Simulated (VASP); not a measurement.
# How biaxial strain in the (110) plane changes W

Wanted: the elastic response of W to biaxial strain in the (110) plane, with a fit that predicts a row left out.

Method: r2SCAN; plane waves and PAW (W_sv), in the first sound run; inputs show where later runs differ, in VASP 6.6.1.

Most raw output is cut from this account.

## Step 1: Set-up

Symmetry: Im-3m, No. 229, cubic system. The conventional cell has a = 3.160 Å, b = 3.160 Å, c = 3.160 Å, α = 90.00°, β = 90.00°, γ = 90.00°. W has 8 W at 2.74 Å nearest.

## Step 2: Relax the crystal, r2SCAN

The series starts from the cell that this level prefers, so that zero strain is near zero stress.

This step took 2 runs in a row; the last is shown.

Level: r2SCAN; plane waves and PAW (W_sv).

Input file INCAR:

```
SYSTEM = W
PREC = Accurate
ENCUT = 450
EDIFF = 1E-07
NELM = 120
ISMEAR = 1
SIGMA = 0.15
LREAL = .FALSE.
ALGO = Normal
METAGGA = R2SCAN
LASPH = .TRUE.
NBANDS = 13
LORBIT = 11
LWAVE = .FALSE.
LCHARG = .FALSE.
KPAR = 8
IBRION = 2
NSW = 40
ISIF = 3
EDIFFG = -0.005
POTIM = 0.4
```

Input file POSCAR:

```
W
1.0
   -1.5865659837      1.5865659837      1.5865659837
    1.5865659837     -1.5865659837      1.5865659837
    1.5865659837      1.5865659837     -1.5865659837
W
1
Direct
    0.0000000000      0.0000000000      0.0000000000
```

Input file KPOINTS:

```
Automatic mesh
0
Gamma
26 26 26
0 0 0
```

Potentials, in the order of the species: W_sv (PBE family, release 64).

Launch:

```sh
$ mpirun -np 8 vasp_std
```

Elapsed: 66 s, on 8 MPI ranks of AMD EPYC 7R43, shared host; peak memory 1.2 GiB; 8.7 min of CPU time.

Read from the output:

```
energy(sigma→0) of the program : -51.3529 eV
stress, compression positive   : -0.04 along [110], -0.04 across it (mean), GPa
volume                         : 15.975 Å³
ionic steps                    : 1
```

## Step 3: Strain along the normal, r2SCAN

One member in full: the plane is strained by -2 %, and the strain along the normal is moved by secant steps until the normal stress is under 0.012 GPa or five steps are spent; the atoms relax at each step.

This step took 3 runs, each at a new trial strain with the atoms of the one before; the last is shown.

Level: r2SCAN; plane waves and PAW (W_sv).

INCAR: that of step 2 with these lines changed.

```diff
@@ -15,7 +15,7 @@
 LCHARG = .FALSE.
-KPAR = 8
-IBRION = 2
-NSW = 40
-ISIF = 3
-EDIFFG = -0.005
-POTIM = 0.4
+KPAR = 2
+IBRION = 1
+NSW = 25
+ISIF = 2
+EDIFFG = -0.004
+POTIM = 0.3
```

Input file POSCAR:

```
W
1.0
   -1.5548346640      1.5548346640      1.5548346640
    1.5548346640     -1.5548346640      1.5548346640
    1.6119514590      1.6119514590     -1.5548346640
W
1
Direct
    0.0000000000      0.0000000000      0.0000000000
```

KPOINTS is that of step 2.

Launch:

```sh
$ mpirun -np 2 vasp_std
```

Run time: 13 min. Hardware: 2 MPI ranks; peak memory 0.84 GiB.

This run gave:

| Quantity | Value |
| --- | --- |
| energy(sigma→0) of the program | -51.3283 eV |
| stress, compression positive | -0.01 along [110], 12.69 across it (mean), GPa |
| ionic steps | 1 |

## Step 4: The table

The other members went through these steps as far as the tables show, with the same cutoff and, step by step, the same mesh; 29 runs are not shown. The session took 14 core hours (wall time by ranks) on a shared machine.

```
in-plane strain (%)  strain along the normal (%)  mean of the two in-plane stresses, tension positive (GPa)  energy above the unstrained row, extrapolated to no smearing (meV/atom)
             -2.000                        1.600                                                    -12.693                                                                   24.606
             -1.500                        1.190                                                     -9.275                                                                   13.645
             -1.000                        0.789                                                          ?                                                                        ?
             -0.500                        0.393                                                     -2.910                                                                    1.488
                  0                       -0.007                                                      0.022                                                                    0.000
              0.500                       -0.419                                                      2.762                                                                    1.357
              1.000                       -0.841                                                      5.325                                                                    5.357
              1.500                       -1.256                                                      7.781                                                                   11.829
              2.000                       -1.653                                                     10.166                                                                   20.729
```

## Step 5: Stress from the known rows

Fitting a parabola to the 8 known rows (e: strain in %) gives stress = − 0.3184 e² + 5.699 e − 0.007905 in GPa; the residuals are 0.032 GPa r.m.s.

At e = -1 this predicts -6.025 GPa.

## Step 6: Prediction against calculation

The calculation gives -6.012 GPa, so the prediction is 0.013 GPa too low, within twice the residual of the fit.

Slopes at zero strain, from cubics through all rows: strain ratio -0.816, stress over strain 565 GPa.

## Step 7: Outcome

```yaml
error_of_the_predicted_stress: -0.013 GPa
ratio_of_normal_to_in_plane_strain: -0.816
biaxial_modulus: 565 GPa
```

As a check, the curvature of the energy gives 567 GPa for the same modulus (energy per volume = M × strain²), 0 % from the slope of the stress. These are static values: temperature and zero-point motion are left out. In a metal the slopes also depend on mesh and smearing, which were held through the series.

[Lines on the potential files, build, host, timing and source positions are cut from VASP's logs without a mark.]

[Logs are printed without paths, hosts, clocks, repeated set-up lines and the standing remarks that a program may print on its own settings, such as how far it seeks lower states.]

[Hosts, paths, dates, database ids (printed as entryN), source tags and the programs' standing remarks are cut or masked in the printed files.]

[In band tables of VASP the shares of atoms and orbitals are scaled to a sum of 1 inside the atoms' spheres.]
